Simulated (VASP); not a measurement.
A convergence study with VASP on Ta (bcc): a few settings are varied, all else stays as given below, so the limit is that of these other settings.

```
Ta
1.0
   -1.65000     1.65000     1.65000
    1.65000    -1.65000     1.65000
    1.65000     1.65000    -1.65000
Ta
1
Cartesian
  0.00000   0.00000   0.00000
```

Method: PBE GGA, VASP's PBE PAW potentials (set 64) (plane waves; VASP 6.6.1). The last row used: 550 eV cut-off, 23×23×23 Γ-centred mesh, second-order Methfessel-Paxton smearing of 0.40 eV, potentials Ta_pv.

```tsv
setting	E (eV/atom)	pressure (GPa)	irreducible k-points
ISMEAR = -1, SIGMA = 0.01, 8×8×8 mesh	-11.8338	1.56	29
ISMEAR = -1, SIGMA = 0.1, 8×8×8 mesh	-11.8322	2.19	29
ISMEAR = 0, SIGMA = 0.01, 8×8×8 mesh	-11.8336	1.56	29
ISMEAR = 0, SIGMA = 0.1, 8×8×8 mesh	-11.8339	1.62	29
ISMEAR = 1, SIGMA = 0.01, 8×8×8 mesh	-11.8336	1.56	29
ISMEAR = 1, SIGMA = 0.2, 8×8×8 mesh	-11.8331	1.57	29
ISMEAR = 2, SIGMA = 0.05, 8×8×8 mesh	-11.8338	___	29
ISMEAR = 2, SIGMA = 0.2, 8×8×8 mesh	-11.8334	1.50	29
ISMEAR = -1, SIGMA = 0.01, 17×17×17 mesh	-11.8099	3.51	165
ISMEAR = -1, SIGMA = 0.2, 17×17×17 mesh	-11.8133	4.41	165
ISMEAR = 0, SIGMA = 0.01, 17×17×17 mesh	-11.8099	3.52	165
ISMEAR = 0, SIGMA = 0.2, 17×17×17 mesh	-11.8099	3.74	165
ISMEAR = 1, SIGMA = 0.01, 17×17×17 mesh	-11.8099	3.53	165
ISMEAR = 1, SIGMA = 0.4, 17×17×17 mesh	___	___	165
ISMEAR = 2, SIGMA = 0.05, 17×17×17 mesh	-11.8099	3.50	165
ISMEAR = 2, SIGMA = 0.4, 17×17×17 mesh	-11.8095	3.64	165
ISMEAR = -1, SIGMA = 0.05, 23×23×23 mesh	-11.8096	3.74	364
ISMEAR = -1, SIGMA = 0.2, 23×23×23 mesh	-11.8127	4.43	364
ISMEAR = 0, SIGMA = 0.05, 23×23×23 mesh	-11.8099	3.69	364
ISMEAR = 0, SIGMA = 0.2, 23×23×23 mesh	-11.8092	3.80	364
ISMEAR = 1, SIGMA = 0.05, 23×23×23 mesh	-11.8099	3.67	364
ISMEAR = 1, SIGMA = 0.4, 23×23×23 mesh	-11.8077	3.68	364
ISMEAR = 2, SIGMA = 0.1, 23×23×23 mesh	-11.8099	3.69	364
ISMEAR = 2, SIGMA = 0.4, 23×23×23 mesh	-11.8084	3.67	364
```

### Question
Complete the blanks.

### Answer

- ISMEAR = 2, SIGMA = 0.05, 8×8×8 mesh, pressure (GPa): 1.55
- ISMEAR = 1, SIGMA = 0.4, 17×17×17 mesh, E (eV/atom): -11.8086
- ISMEAR = 1, SIGMA = 0.4, 17×17×17 mesh, pressure (GPa): 3.65

Left out are rungs that failed or repeat a setting and relaxations that didn't move; long series are thinned to 24 rows.

The compound is Ta in the bcc structure. The cell was not relaxed at this level.
